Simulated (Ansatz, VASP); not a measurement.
**Li3InF6: VASP beside Ansatz**

Contents of INCAR:

```
PREC = Accurate
ENCUT = 520
EDIFF = 1E-6
ISMEAR = 1
SIGMA = 0.02
LREAL = False
LASPH = True
NELM = 60
ALGO = Normal
ISIF = 2
LWAVE = False
LCHARG = False
GGA = PE
NBANDS = 43
```

File KPOINTS:

```
Automatic mesh
0
Gamma
  4 4 4
```

POSCAR

```
Li3InF6
1.0
    0.0000000000      4.0472430000      4.0472430000
    4.0472430000      0.0000000000      4.0472430000
    4.0472430000      4.0472430000      0.0000000000
Li In F
3 1 6
Direct
    0.2500000000      0.2500000000      0.2500000000
    0.7500000000      0.7500000000      0.7500000000
    0.5000000000      0.5000000000      0.5000000000
    0.0000000000      0.0000000000      0.0000000000
    0.2561070000      0.2561070000      0.7438930000
    0.2561070000      0.7438930000      0.7438930000
    0.7438930000      0.7438930000      0.2561070000
    0.2561070000      0.7438930000      0.2561070000
    0.7438930000      0.2561070000      0.7438930000
    0.7438930000      0.2561070000      0.2561070000
```

Input for Ansatz:

```yaml
crystal:
  lattice:
    - [0.0, 4.047243, 4.047243]
    - [4.047243, 0.0, 4.047243]
    - [4.047243, 4.047243, 0.0]
  atoms:
    - { symbol: Li, position: [0.25, 0.25, 0.25] }
    - { symbol: Li, position: [0.75, 0.75, 0.75] }
    - { symbol: Li, position: [0.5, 0.5, 0.5] }
    - { symbol: In, position: [0.0, 0.0, 0.0] }
    - { symbol: F, position: [0.256107, 0.256107, 0.743893] }
    - { symbol: F, position: [0.256107, 0.743893, 0.743893] }
    - { symbol: F, position: [0.743893, 0.743893, 0.256107] }
    - { symbol: F, position: [0.256107, 0.743893, 0.256107] }
    - { symbol: F, position: [0.743893, 0.256107, 0.743893] }
    - { symbol: F, position: [0.743893, 0.256107, 0.256107] }
basis:
  ecutwfc: 470.0
kpoints:
  mp_grid:
    grid: [4, 4, 4]
hamiltonian:
  xc: pbe
scf:
  max_iter: 60
  occupations:
    method: cold
    width: 0.02
output:
  write_density: true
  write_potential: true
  volumetric_format: npy
  elf: true
  stress: true
```

The cell comes from a database or a generator and needn't be the stable form of this composition.

Alike in both runs: task single point; functional PBE; k mesh 4 × 4 × 4; no spin polarisation.

|  | VASP | Ansatz |
| --- | --- | --- |
| version | VASP 6.6.1 | Ansatz 0.2.0 |
| potentials or method | VASP PAW PBE potentials, release 64 (Li_sv, In_d, F) | plane waves, PAW |
| plane-wave cutoff (eV) | 520 | 470 |
| occupations | methfessel-paxton of order 1, width 0.02 eV | cold, width 0.02 eV |
| valence electrons in the cell | 64 | 64 |

```tsv
	VASP	Ansatz	Ansatz less VASP
gap on the k mesh at the Fermi level (eV)	4.86	4.88	+0.017
```

Caveats: spin-orbit coupling is left out, which moves the levels of the heavy elements. Expect the measured gap to be larger: semilocal functionals such as PBE lack the derivative discontinuity.
